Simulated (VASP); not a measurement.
Here is the system:

```
CELL_PARAMETERS angstrom
      4.52897     0.00000     0.00000
     -2.26449     3.92220     0.00000
      0.00000     0.00000     7.20983
ATOMIC_POSITIONS crystal
  Ca 0.00000 0.00000 0.00000
  I  0.33333 0.66667 0.24430
  I  0.66667 0.33333 0.75570
```

These are PBEsol GGA, VASP's PBE PAW potentials (set 64) (plane waves; VASP) values and carry that method's errors. Run with 300 eV cut-off, 5×5×3 Γ-centred mesh, Gaussian smearing of 0.010 eV, potentials Ca_sv I.

Unless said otherwise, spin-orbit coupling is left out, though it shifts the bands of the heavy elements here.

**Question.** Give the energies of bands 7 to 15 at the high-symmetry points, in eV from the valence-band maximum.

**Answer.** 
```tsv
band	Γ	M	K	A	L	H
7	-2.44	-2.39	-2.08	-1.82	-2.46	-1.95
8	-0.89	-1.77	-1.69	-1.02	-2.12	-1.95
9	-0.89	-1.23	-1.69	-0.83	-0.94	-1.88
10	-0.17	-0.96	-1.10	-0.83	-0.85	-1.38
11	-0.17	-0.91	-1.05	-0.26	-0.80	-0.68
12	0.00	-0.79	-1.05	-0.26	-0.66	-0.68
13	4.05	3.57	4.54	4.28	3.67	4.78
14	4.42	5.18	4.91	4.39	5.15	4.81
15	4.42	5.38	4.91	4.39	5.36	4.81
```

The gap is indirect, 3.57 eV, from the valence maximum at Γ to the conduction minimum at M.

The structure comes from a computed database's CaI2 entry (P-3m1); how it stands against other phases isn't given here. The cell was not relaxed at this level.
